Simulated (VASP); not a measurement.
These are PBE GGA with D3 dispersion (zero damping), VASP's PBE PAW potentials (set 64) (plane waves; VASP) values and carry that method's errors.

VASP ran on this input.

**KPOINTS**
```
Automatic mesh
0
G
 9 9 9
```

**POSCAR**
```
ZnS
3.7298420
  0.0000000000   0.7071067320   0.7071067320
  0.7071067320   0.0000000000   0.7071067320
  0.7071067320   0.7071067320   0.0000000000
Zn S
1 1
Direct
  0.0000000000   0.0000000000   0.0000000000
  0.2500000000   0.2500000000   0.2500000000
```

### INCAR
```
SYSTEM = ZnS
PREC = Accurate
ENCUT = 520
EDIFF = 1E-7
NELM = 100
ALGO = Normal
LREAL = .FALSE.
LASPH = .TRUE.
ISMEAR = 0
SIGMA = 0.05
GGA = PE
IVDW = 11
LMAXMIX = 4
LWAVE = .FALSE.
LCHARG = .FALSE.
ISIF = 2
```

POTCAR, in this order: Zn S (PBE.64 set). Program: vasp_std.

Output of the run:

### OUTCAR
```
 ion  position               nearest neighbor table
   1  0.000  0.000  0.000-   2 2.28   2 2.28   2 2.28   2 2.28
   2  0.250  0.250  0.250-   1 2.28   1 2.28   1 2.28   1 2.28
  LATTYP: Found a face centered cubic cell.
 ALAT       =     5.2747927748
 Subroutine PRICEL returns:
 Original cell was already a primitive cell.
 Subroutine GETGRP returns: Found 24 space group operations
The static configuration has the point symmetry T_d .
The dynamic configuration has the point symmetry T_d .
 Subroutine INISYM returns: Found 24 space group operations
 Subroutine IBZKPT returns following result:
 Found     35 irreducible k-points:

 Following reciprocal coordinates:
            Coordinates               Weight
  0.000000  0.000000  0.000000      1.000000
  0.111111  0.000000  0.000000      8.000000
  0.222222  0.000000  0.000000      8.000000
  0.333333  0.000000  0.000000      8.000000
  0.444444  0.000000  0.000000      8.000000
  0.111111  0.111111  0.000000      6.000000
  0.222222  0.111111  0.000000     24.000000
  0.333333  0.111111  0.000000     24.000000
  0.444444  0.111111  0.000000     24.000000
...
```

### OSZICAR
```
       N       E                     dE             d eps       ncg     rms          rms(c)
DAV:   1     0.909238227847E+02    0.90924E+02   -0.95636E+03   918   0.170E+03
DAV:   2    -0.874580642869E+00   -0.91798E+02   -0.87703E+02   970   0.288E+02
DAV:   3    -0.711442337119E+01   -0.62398E+01   -0.62081E+01  1150   0.755E+01
DAV:   4    -0.719710309945E+01   -0.82680E-01   -0.82647E-01  1005   0.900E+00
DAV:   5    -0.719830306267E+01   -0.12000E-02   -0.11999E-02  1135   0.111E+00    0.816E+00
DAV:   6    -0.678135727578E+01    0.41695E+00   -0.97828E-01  1308   0.386E+01    0.620E+00
DAV:   7    -0.676386309037E+01    0.17494E-01   -0.39987E-01   955   0.634E+00    0.304E+00
DAV:   8    -0.676318959471E+01    0.67350E-03   -0.60521E-03  1055   0.935E-01    0.913E-01
DAV:   9    -0.676334007281E+01   -0.15048E-03   -0.14608E-03  1013   0.363E-01    0.116E-01
DAV:  10    -0.676345868204E+01   -0.11861E-03   -0.12268E-04  1063   0.115E-01    0.381E-02
DAV:  11    -0.676348793372E+01   -0.29252E-04   -0.35931E-05   955   0.675E-02    0.787E-03
DAV:  12    -0.676348829124E+01   -0.35752E-06   -0.29070E-06  1130   0.236E-02    0.280E-03
DAV:  13    -0.676348857744E+01   -0.28620E-06   -0.87189E-07   970   0.997E-03    0.140E-03
DAV:  14    -0.676348853140E+01    0.46036E-07   -0.42899E-08   665   0.413E-03
   1 F= -.73450363E+01 E0= -.73450363E+01  d E =-.880438E-17
```

File OUTCAR:
```
------------------------ aborting loop because EDIFF is reached ----------------------------------------
 Edisp (eV)   -0.58155
  FORCE on cell =-STRESS in cart. coord.  units (eV):
  Direction    XX          YY          ZZ          XY          YZ          ZX
  --------------------------------------------------------------------------------------
  Total       1.28807     1.28807     1.28807     0.00000    -0.00000     0.00000
  in kB      56.24649    56.24649    56.24649     0.00000    -0.00000     0.00000
  external pressure =       56.25 kB  Pullay stress =        0.00 kB
  volume of cell :       36.69
      direct lattice vectors                 reciprocal lattice vectors
     0.000000000  2.637396387  2.637396387    -0.189580907  0.189580907  0.189580907
     2.637396387  0.000000000  2.637396387     0.189580907 -0.189580907  0.189580907
     2.637396387  2.637396387  0.000000000     0.189580907  0.189580907 -0.189580907
  FREE ENERGIE OF THE ION-ELECTRON SYSTEM (eV)
  ---------------------------------------------------
  free  energy   TOTEN  =        -7.3450362737 eV

  energy  without entropy=       -7.3450362737  energy(sigma->0) =       -7.34503627
```
(Selected blocks of OUTCAR.)

### OUTCAR
```
 val. band max:        2.8146941067   @ k =   0.0000   0.0000   0.0000

 cond. band min:       5.2543075251   @ k =   0.0000   0.0000   0.0000


 Fermi energy:         3.0895126924

 k-point     1 :       0.0000    0.0000    0.0000
  band No.  band energies     occupation
      1     -10.8604      2.00000
      2      -3.8440      2.00000
      3      -3.8440      2.00000
      4      -3.8440      2.00000
      5      -3.2556      2.00000
      6      -3.2556      2.00000
      7       2.8147      2.00000
      8       2.8147      2.00000
      9       2.8147      2.00000
     10       5.2543      0.00000
     11       9.1485      0.00000
     12       9.1485      0.00000
     13       9.1485      0.00000

 k-point     2 :       0.1111    0.0000    0.0000
  band No.  band energies     occupation
      1     -10.7553      2.00000
      2      -3.8491      2.00000
      3      -3.8244      2.00000
      4      -3.8244      2.00000
      5      -3.2575      2.00000
      6      -3.2575      2.00000
      7       1.8451      2.00000
      8       2.6795      2.00000
      9       2.6795      2.00000
     10       5.9483      0.00000
     11       9.0987      0.00000
     12       9.3756      0.00000
     13       9.3756      0.00000

 k-point     3 :       0.2222    0.0000    0.0000
  band No.  band energies     occupation
      1     -10.4701      2.00000
      2      -3.8339      2.00000
      3      -3.7785      2.00000
      4      -3.7785      2.00000
      5      -3.2564      2.00000
      6      -3.2564      2.00000
      7       0.2145      2.00000
      8       2.3685      2.00000
      9       2.3685      2.00000
     10       6.4893      0.00000
     11       9.6516      0.00000
     12       9.7666      0.00000
     13       9.7666      0.00000

 k-point     4 :       0.3333    0.0000    0.0000
  band No.  band energies     occupation
      1     -10.1039      2.00000
      2      -3.7352      2.00000
      3      -3.7352      2.00000
...
```

The compound is ZnS in the zinc blende structure. This cell is one point of a volume scan, at 0.94 of the reference volume.
